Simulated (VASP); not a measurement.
These are LDA (Ceperley-Alder, Perdew-Zunger), VASP's LDA PAW potentials (set 64) (plane waves; VASP 6.6.1) values and carry that method's errors.

VASP ran on this input.

KPOINTS:
```
kpoints
0
Gamma
5 5 7
```

POSCAR:
```
MnF2
1
    4.6609407846     0.0000000000     0.0000000000
    0.0000000000     4.6609407846     0.0000000000
    0.0000000000     0.0000000000     3.1593487432
Mn F
2 4
Direct
  0.0000000000   0.0000000000   1.0000000000
  0.5000000000   0.5000000000   0.5000000000
  0.3022480159   0.3022480159   0.0000000000
  0.8022480159   0.1977519841   0.5000000000
  0.1977519841   0.8022480159   0.5000000000
  0.6977519841   0.6977519841   1.0000000000
```

### INCAR
```
SYSTEM  =  MnF2
PREC  =  Accurate; ENCUT  =  520; LREAL  =  F
LASPH  =  T
EDIFF  =  1E-7; NELM  =  100; ALGO  =  Normal
LMAXMIX  =  4
ISMEAR  =  0; SIGMA  =  0.05
MAGMOM  =  4.4 -4.4 -0.0 0.0 0.0 -0.0
ISPIN  =  2
IBRION  =  2; NSW  =  30; ISIF  =  4
EDIFFG  =  -0.01
LWAVE  =  F; LCHARG  =  F; LORBIT  =  10
```

POTCAR, in this order: Mn_pv F (LDA.64 set). Program: vasp_std.

Q: What does the run give for the energy per atom (σ→0), cell moment?

A: 
| Quantity | Result |
|---|---|
| energy per atom (σ→0) | -6.969 eV/atom |
| cell moment | 0.00 μB |

**OSZICAR**
```
...
DAV:   1    -0.418148567886E+02   -0.48075E-03   -0.13455E-01  3072   0.269E+00    0.226E-01
DAV:   2    -0.418147588234E+02    0.97965E-04   -0.38248E-03  3672   0.468E-01    0.137E-01
DAV:   3    -0.418145978410E+02    0.16098E-03   -0.14031E-04  3952   0.980E-02    0.752E-02
DAV:   4    -0.418145576428E+02    0.40198E-04   -0.71846E-05  3688   0.631E-02    0.216E-02
DAV:   5    -0.418145575782E+02    0.64600E-07   -0.75943E-06  3248   0.186E-02    0.114E-02
DAV:   6    -0.418145574636E+02    0.11455E-06   -0.39435E-07  3544   0.490E-03    0.552E-03
DAV:   7    -0.418145574911E+02   -0.27502E-07   -0.85321E-08  1784   0.263E-03
   3 F= -.41814557E+02 E0= -.41814557E+02  d E =-.194596E-02  mag=    -0.0000
```

The compound is MnF2 in the rutile structure. This cell is one point of a volume scan, at 0.94 of the reference volume. Symmetry was kept, so distortions that lower it aren't found.
